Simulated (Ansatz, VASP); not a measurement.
# LiF (Griceite) in two plane-wave programs, part 2 of 2

Aim: how closely do two programs agree when they are given the same cell, functional and k mesh? The cell is taken from a series of runs on this material, whose earlier steps may have relaxed, scaled, displaced or heated it; both programs get it as it stands.

VASP 6.6.1 and Ansatz 0.2.0.

So far: The starting structure; Ansatz: zone-centre phonons, LDA.

### Step 3. VASP: zone-centre phonons, LDA

Level of this step: LDA; plane waves and PAW (Li_sv, F) (VASP).

The same cell, functional (in two slightly different forms) and mesh now go to VASP, with its own data sets.

Lines of VASP's logs that name or quote its potential files are left out, and so is its time.

Input file INCAR:

```
SYSTEM = LiF
PREC = Accurate
ENCUT = 750
EDIFF = 1E-08
NELM = 120
ISMEAR = 0
SIGMA = 0.01
LREAL = .FALSE.
ALGO = Normal
GGA = PW92
NBANDS = 11
LORBIT = 11
LWAVE = .FALSE.
LCHARG = .FALSE.
ISIF = 2
IBRION = 8
LEPSILON = .TRUE.
LASPH = .TRUE.
GGA_COMPAT = .FALSE.
EFERMI = MIDGAP
KPAR = 2
```

Input file POSCAR:

```
LiF
1.0
    0.0000000000      1.9793344696      1.9793344696
    1.9793344696      0.0000000000      1.9793344696
    1.9793344696      1.9793344696      0.0000000000
Li F
1 1
Direct
    0.0000000000      0.0000000000      0.0000000000
    0.5000000000      0.5000000000      0.5000000000
```

Input file KPOINTS:

```
Automatic mesh
0
Gamma
12 12 12
0 0 0
```

PAW data sets: Li_sv and F (LDA family, release 64).

The run is started by

```
$ mpirun -np 2 vasp_std
```

Numbers of over 12 decimals in the logs are rounded to 6 here.

Output:

```text
[banner, memory and clock lines left out]
running    2 mpi-ranks, on    1 nodes
 distrk:  each k-point on    1 cores,    2 groups
 distr:  one band on    1 cores,    1 groups

 POSCAR found type information on POSCAR LiF
 POSCAR found :  2 types and       2 ions
|                                                                             |
|               ----> ADVICE to this user running VASP <----                  |
|                                                                             |
|     You enforced a specific xc type in the INCAR file but a different       |
|     [... a line on the potential file left out ...]
|     I HOPE YOU KNOW WHAT YOU ARE DOING!                                     |
|                                                                             |

 LDA part: xc-table for (Slater(with rela. corr.)+PW92), standard interpolation
 POSCAR, INCAR and KPOINTS ok, starting setup
 FFT: planning ... GRIDC
 FFT: planning ... GRID_SOFT
 FFT: planning ... GRID
 WAVECAR not read
 entering main loop
       N       E                     dE             d eps       ncg     rms          rms(c)
DAV:   1     0.470080271114E+02    0.47008E+02   -0.68805E+03  1584   0.121E+03
DAV:   2    -0.929348463735E+01   -0.56302E+02   -0.54893E+02  1873   0.240E+02
DAV:   3    -0.109766131478E+02   -0.16831E+01   -0.16769E+01  2015   0.370E+01
DAV:   4    -0.109955421030E+02   -0.18929E-01   -0.18925E-01  1873   0.429E+00
DAV:   5    -0.109957380286E+02   -0.19593E-03   -0.19592E-03  2057   0.325E-01    0.423E+00
DAV:   6    -0.105195183633E+02    0.47622E+00   -0.22833E+00  1818   0.100E+01    0.134E+00
DAV:   7    -0.105081278127E+02    0.11391E-01   -0.16402E-02  2182   0.122E+00    0.796E-01
DAV:   8    -0.105025051589E+02    0.56227E-02   -0.93828E-03  2313   0.113E+00    0.987E-02
DAV:   9    -0.105024739347E+02    0.31224E-04   -0.68862E-04  1841   0.262E-01    0.377E-02
DAV:  10    -0.105024884572E+02   -0.14522E-04   -0.31955E-05  1859   0.461E-02    0.627E-03
DAV:  11    -0.105024880830E+02    0.37427E-06   -0.12771E-06  2124   0.132E-02    0.114E-03
DAV:  12    -0.105024880833E+02   -0.30832E-09   -0.27173E-07  2400   0.411E-03    0.717E-04
DAV:  13    -0.105024880734E+02    0.98630E-08   -0.17696E-08  1606   0.124E-03
   1 F= -.10502488E+02 E0= -.10502488E+02  d E =0.000000E+00
 Linear response reoptimize wavefunctions to high precision
DAV:   1    -0.105024880727E+02    0.68258E-09   -0.32482E-09  2045   0.519E-04
DAV:   2    -0.105024880727E+02   -0.32969E-10   -0.30284E-10  1218   0.159E-04
 Linear response G [H, r] |phi>, progress :
  Direction:   1
       N       E                     dE             d eps       ncg     rms
RMM:   1    -0.328665687847E+02   -0.32867E+02    0.25806E+02  2208   0.182E+02
RMM:   2    -0.337771807827E+02   -0.91061E+00   -0.10456E+01  3290   0.252E+01
RMM:   3    -0.339440690419E+02   -0.16689E+00   -0.60875E-01  3581   0.527E+00
RMM:   4    -0.339795980001E+02   -0.35529E-01   -0.83049E-02  3579   0.189E+00
RMM:   5    -0.339853638579E+02   -0.57659E-02   -0.11450E-02  3601   0.700E-01
RMM:   6    -0.339862302984E+02   -0.86644E-03   -0.17638E-03  3525   0.267E-01
RMM:   7    -0.339863807267E+02   -0.15043E-03   -0.33335E-04  3552   0.104E-01
RMM:   8    -0.339864090973E+02   -0.28371E-04   -0.85847E-05  3561   0.428E-02
RMM:   9    -0.339864147272E+02   -0.56298E-05   -0.35774E-05  3557   0.182E-02
RMM:  10    -0.339864157733E+02   -0.10461E-05   -0.11418E-04  3556   0.847E-03
RMM:  11    -0.339864162101E+02   -0.43685E-06   -0.66251E-04  3576   0.445E-03
RMM:  12    -0.339864164202E+02   -0.21007E-06   -0.17535E-04  3535   0.274E-03
RMM:  13    -0.339864164519E+02   -0.31683E-07   -0.20247E-04  3378   0.200E-03
RMM:  14    -0.339864167327E+02   -0.28082E-06   -0.26492E-04  3118   0.169E-03
RMM:  15    -0.339864166058E+02    0.12693E-06   -0.12228E-04  2920   0.154E-03
RMM:  16    -0.339864163059E+02    0.29989E-06    0.11076E-04  2750   0.147E-03
RMM:  17    -0.339864163219E+02   -0.16000E-07    0.12737E-04  2626   0.144E-03
RMM:  18    -0.339864162977E+02    0.24225E-07    0.16561E-04  2537   0.143E-03
 Linear response G [H, r] |phi>, progress :
  Direction:   2
       N       E                     dE             d eps       ncg     rms
RMM:   1    -0.357638072196E+02   -0.35764E+02    0.52188E+01  2247   0.140E+02
RMM:   2    -0.361218324429E+02   -0.35803E+00   -0.72065E+00  3218   0.226E+01
RMM:   3    -0.362247893546E+02   -0.10296E+00   -0.39282E-01  3568   0.471E+00
RMM:   4    -0.362514175360E+02   -0.26628E-01   -0.61136E-02  3600   0.171E+00
RMM:   5    -0.362566628947E+02   -0.52454E-02   -0.10473E-02  3635   0.674E-01
RMM:   6    -0.362576248364E+02   -0.96194E-03   -0.18640E-03  3545   0.276E-01
RMM:   7    -0.362578206650E+02   -0.19583E-03   -0.34255E-04  3596   0.114E-01
RMM:   8    -0.362578602988E+02   -0.39634E-04   -0.50864E-05  3606   0.490E-02
[...]
RMM:   9    -0.589532448362E-01   -0.17168E-07   -0.34205E-07  3220   0.842E-04
RMM:  10    -0.589532493956E-01   -0.45594E-08   -0.11347E-06  3080   0.381E-04
RMM:  11    -0.589532497087E-01   -0.31316E-09   -0.17482E-06  2870   0.195E-04
RMM:  12    -0.589532495990E-01    0.10967E-09   -0.89395E-07  2491   0.113E-04
RMM:  13    -0.589532491977E-01    0.40138E-09   -0.51685E-07  2181   0.819E-05
[...]
RMM:  11    -0.503862203044E-01    0.24861E-06   -0.24921E-06  6933   0.363E-04    0.963E-06
 change of polarisation eV/A/(eV/A) component  1 :     0.094     0.016     0.006
 dielectric tensor                  component  1 :     2.099     0.183     0.068
 Linear response to external field, progress :
  Direction:   2
       N       E                     dE             d eps       ncg     rms          rms(c)
RMM:   1    -0.469144690277E-01   -0.46914E-01   -0.11107E-01  7907   0.181E+00
RMM:   2    -0.484434547100E-01   -0.15290E-02   -0.44675E-03  7272   0.484E-01    0.348E-01
RMM:   3    -0.480653716289E-01    0.37808E-03   -0.14807E-03  7058   0.285E-01    0.204E-01
RMM:   4    -0.500807768243E-01   -0.20154E-02   -0.99497E-04  6974   0.279E-01    0.166E-02
RMM:   5    -0.503742191929E-01   -0.29344E-03   -0.13106E-04  7728   0.772E-02    0.539E-03
RMM:   6    -0.503831220932E-01   -0.89029E-05   -0.30447E-05  7735   0.279E-02    0.943E-04
RMM:   7    -0.503865571098E-01   -0.34350E-05   -0.49047E-06  7954   0.110E-02    0.213E-04
RMM:   8    -0.503881295001E-01   -0.15724E-05   -0.99487E-07  7936   0.444E-03    0.142E-04
RMM:   9    -0.503860263439E-01    0.21032E-05   -0.28658E-07  7858   0.191E-03    0.548E-05
RMM:  10    -0.503865349865E-01   -0.50864E-06   -0.25311E-06  7394   0.799E-04    0.153E-05
RMM:  11    -0.503863121406E-01    0.22285E-06   -0.31567E-06  6929   0.368E-04    0.655E-06
 change of polarisation eV/A/(eV/A) component  2 :     0.011     0.094    -0.002
 dielectric tensor                  component  2 :     0.127     2.099    -0.021
 Linear response to external field, progress :
  Direction:   3
       N       E                     dE             d eps       ncg     rms          rms(c)
RMM:   1    -0.469144000619E-01   -0.46914E-01   -0.11107E-01  7902   0.181E+00
RMM:   2    -0.484432824251E-01   -0.15289E-02   -0.44632E-03  7271   0.483E-01    0.348E-01
RMM:   3    -0.480652155903E-01    0.37807E-03   -0.14800E-03  7050   0.285E-01    0.204E-01
RMM:   4    -0.500807828910E-01   -0.20156E-02   -0.99501E-04  6974   0.278E-01    0.166E-02
RMM:   5    -0.503741947298E-01   -0.29341E-03   -0.13080E-04  7724   0.772E-02    0.538E-03
RMM:   6    -0.503831536874E-01   -0.89590E-05   -0.30379E-05  7738   0.279E-02    0.942E-04
RMM:   7    -0.503865536206E-01   -0.33999E-05   -0.48859E-06  7952   0.110E-02    0.212E-04
RMM:   8    -0.503881333543E-01   -0.15797E-05   -0.99734E-07  7943   0.444E-03    0.142E-04
RMM:   9    -0.503860310070E-01    0.21023E-05   -0.48771E-07  7876   0.190E-03    0.533E-05
RMM:  10    -0.503865392857E-01   -0.50828E-06   -0.12023E-06  7376   0.793E-04    0.154E-05
RMM:  11    -0.503863401699E-01    0.19912E-06   -0.16151E-06  6848   0.364E-04    0.539E-06
 change of polarisation eV/A/(eV/A) component  3 :     0.000     0.008     0.094
 dielectric tensor                  component  3 :     0.001     0.089     2.099
 Linear response DOF=           2
 Linear response progress:
  Degree of freedom:   1/  2
       N       E                     dE             d eps       ncg     rms          rms(c)
RMM:   1    -0.167535329536E+00   -0.16754E+00    0.16404E+00  4645   0.154E+01
RMM:   2    -0.172787739906E+00   -0.52524E-02   -0.16060E-02  6191   0.105E+00    0.654E-02
RMM:   3    -0.172771830527E+00    0.15909E-04   -0.92899E-04  7421   0.224E-01    0.366E-02
RMM:   4    -0.172714634084E+00    0.57196E-04   -0.26036E-04  7453   0.915E-02    0.371E-03
RMM:   5    -0.172740439403E+00   -0.25805E-04   -0.89044E-05  7753   0.422E-02    0.107E-03
RMM:   6    -0.172755707376E+00   -0.15268E-04   -0.33286E-05  7821   0.206E-02    0.640E-04
RMM:   7    -0.172770524362E+00   -0.14817E-04   -0.40788E-05  7706   0.109E-02    0.246E-04
RMM:   8    -0.172774377450E+00   -0.38531E-05   -0.10219E-04  7880   0.660E-03    0.652E-05
RMM:   9    -0.172774711063E+00   -0.33361E-06   -0.75138E-05  8139   0.437E-03    0.368E-05
RMM:  10    -0.172774760045E+00   -0.48982E-07   -0.54567E-05  8201   0.314E-03    0.518E-05
RMM:  11    -0.172775117840E+00   -0.35780E-06   -0.40643E-05  7934   0.236E-03    0.575E-05
RMM:  12    -0.172775174108E+00   -0.56268E-07   -0.31591E-05  8334   0.183E-03    0.669E-05
RMM:  13    -0.172775185535E+00   -0.11427E-07   -0.24528E-05  8417   0.145E-03    0.756E-05
RMM:  14    -0.172775237360E+00   -0.51826E-07   -0.18987E-05  8196   0.118E-03    0.814E-05
RMM:  15    -0.172775297649E+00   -0.60288E-07   -0.14961E-05  7680   0.971E-04    0.858E-05
RMM:  16    -0.172775298390E+00   -0.74150E-09   -0.11998E-05  7328   0.805E-04    0.902E-05
 first order change of Fermi-energy   0.16186E-03
 force on displaced ion       1 direction 1 :  -1.813   0.000   0.000
 Born effective charge ion    1 direction 1 :   1.043   0.000   0.000
 Linear response progress:
  Degree of freedom:   2/  2
       N       E                     dE             d eps       ncg     rms          rms(c)
RMM:   1    -0.514759235226E+00   -0.51476E+00    0.50715E-01  6798   0.478E+00
RMM:   2    -0.508404178492E+00    0.63551E-02   -0.67989E-03  6491   0.732E-01    0.900E-02
RMM:   3    -0.509954433063E+00   -0.15503E-02   -0.79680E-04  6968   0.210E-01    0.489E-02
RMM:   4    -0.511892844620E+00   -0.19384E-02   -0.25450E-04  6708   0.120E-01    0.101E-02
RMM:   5    -0.512075794171E+00   -0.18295E-03   -0.25366E-05  7563   0.364E-02    0.271E-03
RMM:   6    -0.511971707458E+00    0.10409E-03   -0.38330E-06  7184   0.135E-02    0.708E-04
RMM:   7    -0.511965476183E+00    0.62313E-05   -0.55118E-07  7712   0.492E-03    0.108E-04
RMM:   8    -0.511964350471E+00    0.11257E-05   -0.96337E-08  7882   0.195E-03    0.426E-05
RMM:   9    -0.511963281140E+00    0.10693E-05   -0.21480E-08  7872   0.843E-04    0.135E-05
RMM:  10    -0.511962759668E+00    0.52147E-06    0.36838E-08  7975   0.409E-04    0.305E-06
RMM:  11    -0.511962866736E+00   -0.10707E-06    0.76087E-08  8110   0.238E-04    0.227E-06
RMM:  12    -0.511962839601E+00    0.27135E-07    0.22797E-08  8127   0.172E-04    0.116E-06
RMM:  13    -0.511962822747E+00    0.16854E-07   -0.16171E-08  8016   0.144E-04    0.526E-07
RMM:  14    -0.511962811585E+00    0.11162E-07   -0.10357E-08  7322   0.134E-04    0.122E-07
RMM:  15    -0.511962810809E+00    0.77546E-09    0.89780E-09  6638   0.129E-04    0.774E-08
 first order change of Fermi-energy   0.15329E-02
 force on displaced ion       2 direction 1 :  -1.788   0.000   0.000
 Born effective charge ion    2 direction 1 :  -1.042   0.000   0.000
 Born effective charges drift removed
 Linear response finished
```

From OUTCAR (step 3):

```text
ion  position               nearest neighbor table
   1  0.000  0.000  0.000-   2 1.98   2 1.98   2 1.98   2 1.98   2 1.98   2 1.98
   2  0.500  0.500  0.500-   1 1.98   1 1.98   1 1.98   1 1.98   1 1.98   1 1.98

  LATTYP: Found a face centered cubic cell.
 ALAT       =     3.9586689392

 Subroutine GETGRP returns: Found 48 space group operations
 (whereof 48 operations were pure point group operations)

The static configuration has the point symmetry O_h .

 Found     72 irreducible k-points:

   k-points           NKPTS =     72   k-points in BZ     NKDIM =     72   number of bands    NBANDS=     11

   dimension x,y,z NGX =    28 NGY =   28 NGZ =   28
   dimension x,y,z NGXF=    56 NGYF=   56 NGZF=   56

   ENCUT  =  750.0 eV  55.12 Ry    7.42 a.u.   6.25  6.25  6.25*2*pi/ulx,y,z

   NELECT =      10.0000    total number of electrons

 k-points in reciprocal lattice and weights: Automatic mesh
   0.00000000  0.00000000  0.00000000       0.001
   0.08333333  0.00000000  0.00000000       0.005
   0.16666667  0.00000000  0.00000000       0.005
   0.25000000  0.00000000  0.00000000       0.005
   0.33333333  0.00000000  0.00000000       0.005
   0.41666667  0.00000000  0.00000000       0.005
   0.50000000  0.00000000  0.00000000       0.002
   0.08333333  0.08333333  0.00000000       0.003
   0.16666667  0.08333333  0.00000000       0.014
[...]
-0.33333333  0.50000000  0.16666667       0.007
  -0.25000000  0.50000000  0.25000000       0.003

 average (electrostatic) potential at core
       1 -63.3369       2 -76.3799

  Total       -0.3501032     -0.3501032     -0.3501032      0.0000000      0.0000000     -0.0000000
  in kB      -36.1675506    -36.1675506    -36.1675506      0.0000000      0.0000000     -0.0000000
  external PRESSURE =     -36.1675506 kB  Pullay stress =       0.0000000 kB

  energy-cutoff  :      750.00
  volume of cell :       15.51
      direct lattice vectors                 reciprocal lattice vectors
     0.000000000  1.979334470  1.979334470    -0.252610161  0.252610161  0.252610161
     1.979334470  0.000000000  1.979334470     0.252610161 -0.252610161  0.252610161
     1.979334470  1.979334470  0.000000000     0.252610161  0.252610161 -0.252610161

 POSITION                                       TOTAL-FORCE (eV/Angst)
 -----------------------------------------------------------------------------------
      0.00000      0.00000      0.00000         0.000000      0.000000      0.000000
      1.97933      1.97933      1.97933        -0.000000     -0.000000     -0.000000
 -----------------------------------------------------------------------------------
    total drift:                                0.000000      0.000000      0.000000

 MACROSCOPIC STATIC DIELECTRIC TENSOR (including local field effects in DFT)
 ------------------------------------------------------
           2.098903     0.000000     0.000000
           0.000000     2.098903    -0.000000
           0.000000     0.000000     2.098903
 ------------------------------------------------------

 PIEZOELECTRIC TENSOR (including local field effects)  for field in x, y, z        (C/m^2)
          XX          YY          ZZ          XY          YZ          ZX
  --------------------------------------------------------------------------------
  x     0.00000     0.00000     0.00000     0.00000     0.00000     0.00000
  y     0.00000     0.00000     0.00000     0.00000     0.00000     0.00000
  z     0.00000     0.00000     0.00000     0.00000     0.00000     0.00000

 BORN EFFECTIVE CHARGES (including local field effects) (in |e|, cummulative output)
 ---------------------------------------------------------------------------------
 ion    1
    1     1.04260     0.00000     0.00000
    2     0.00000     1.04260     0.00000
    3     0.00000     0.00000     1.04260
 ion    2
    1    -1.04260     0.00000     0.00000
    2     0.00000    -1.04260     0.00000
    3     0.00000     0.00000    -1.04260

 Eigenvectors and eigenvalues of the dynamical matrix
 ----------------------------------------------------

   1 f  =    9.285511 THz    58.342587 2PiTHz  309.731312 cm-1    38.401771 meV
             X         Y         Z           dx          dy          dz
      0.000000  0.000000  0.000000     0.856291   -0.000000    0.000000
      1.979334  1.979334  1.979334    -0.516494    0.000000    0.000000

   2 f  =    9.285511 THz    58.342587 2PiTHz  309.731312 cm-1    38.401771 meV
             X         Y         Z           dx          dy          dz
      0.000000  0.000000  0.000000     0.000000   -0.856291    0.000000
      1.979334  1.979334  1.979334     0.000000    0.516494    0.000000

   3 f  =    9.285511 THz    58.342587 2PiTHz  309.731312 cm-1    38.401771 meV
             X         Y         Z           dx          dy          dz
      0.000000  0.000000  0.000000     0.000000    0.000000    0.856291
      1.979334  1.979334  1.979334     0.000000    0.000000   -0.516494

   4 f/i=    0.028993 THz     0.182167 2PiTHz    0.967095 cm-1     0.119905 meV
             X         Y         Z           dx          dy          dz
      0.000000  0.000000  0.000000    -0.516494   -0.000000    0.000000
      1.979334  1.979334  1.979334    -0.856291    0.000000    0.000000

   5 f/i=    0.028993 THz     0.182167 2PiTHz    0.967095 cm-1     0.119905 meV
             X         Y         Z           dx          dy          dz
      0.000000  0.000000  0.000000     0.000000    0.516494    0.000000
      1.979334  1.979334  1.979334    -0.000000    0.856291    0.000000

   6 f/i=    0.028993 THz     0.182167 2PiTHz    0.967095 cm-1     0.119905 meV
             X         Y         Z           dx          dy          dz
      0.000000  0.000000  0.000000     0.000000    0.000000   -0.516494
      1.979334  1.979334  1.979334     0.000000    0.000000   -0.856291

 MACROSCOPIC STATIC DIELECTRIC TENSOR IONIC CONTRIBUTION
 ------------------------------------------------------
           7.043546    -0.000000     0.000000
          -0.000000     7.043546    -0.000000
           0.000000    -0.000000     7.043546
 ------------------------------------------------------

 ELASTIC MODULI CONTR FROM IONIC RELAXATION (kBar)
 Direction    XX          YY          ZZ          XY          YZ          ZX
 --------------------------------------------------------------------------------
 XX           0.0000      0.0000      0.0000      0.0000      0.0000      0.0000
 YY           0.0000      0.0000      0.0000      0.0000      0.0000      0.0000
 ZZ           0.0000      0.0000      0.0000      0.0000      0.0000      0.0000
 XY           0.0000      0.0000      0.0000      0.0000      0.0000      0.0000
 YZ           0.0000      0.0000      0.0000      0.0000      0.0000      0.0000
 ZX           0.0000      0.0000      0.0000      0.0000      0.0000      0.0000
 --------------------------------------------------------------------------------

 PIEZOELECTRIC TENSOR IONIC CONTR  for field in x, y, z        (C/m^2)
          XX          YY          ZZ          XY          YZ          ZX
  --------------------------------------------------------------------------------
  x     0.00000     0.00000     0.00000     0.00000     0.00000     0.00000
  y     0.00000     0.00000     0.00000     0.00000     0.00000     0.00000
  z     0.00000     0.00000     0.00000     0.00000     0.00000     0.00000
```

### Step 4. Side by side

Known differences besides the potentials themselves: fixed occupations in Ansatz, narrow Gaussian smearing in VASP; the cutoff is 420 eV in Ansatz and 750 eV in VASP; VASP's log shows a relativistic correction to its local exchange, Ansatz's none. Total energies have different zeros and are not compared.

The two programs side by side:

```tsv
quantity	Ansatz	VASP	difference
ε∞ xx	2.11	2.10	+0.36 %
ε∞ yy	2.11	2.10	+0.36 %
ε∞ zz	2.11	2.10	+0.36 %
Born charge of Li1 (mean of the diagonal) (e)	1.04	1.04	0.00
Born charge of F2 (mean of the diagonal) (e)	-1.04	-1.04	0.00
optical mode 1 to 3 (cm⁻¹)	303.9	309.7	-1.87 %
```

Modes are paired by rising frequency, not by their patterns, so a pair may set unlike modes beside each other; they are those without the splitting of longitudinal modes.

### Step 5. Outcome

```json
{"r.m.s. difference of the optical zone-centre modes, each program's sorted by frequency (zone-centre phonons, LDA)": "5.8 cm⁻¹", "difference in optical mode 1 to 3 (zone-centre phonons, LDA)": "-1.9 %"}
```

**Reading.** The r.m.s. difference of the optical zone-centre modes, each program's sorted by frequency is 5.8 cm⁻¹ (zone-centre phonons, LDA). Among the rows given in per cent, the largest difference of the zone-centre phonons, LDA pair is in optical mode 1 to 3, -1.9 %. Such differences can come from data sets, numerical settings and the points named under the comparisons, not from the functional's error against experiment.

[Lines on the potential files, build, host, timing and source positions are cut from VASP's logs without a mark.]

[Logs are printed without paths, hosts, clocks, repeated set-up lines and the standing remarks that a program may print on its own settings, such as how far it seeks lower states.]

[Hosts, paths, dates, database ids (printed as entryN), source tags and the programs' standing remarks are cut or masked in the printed files.]
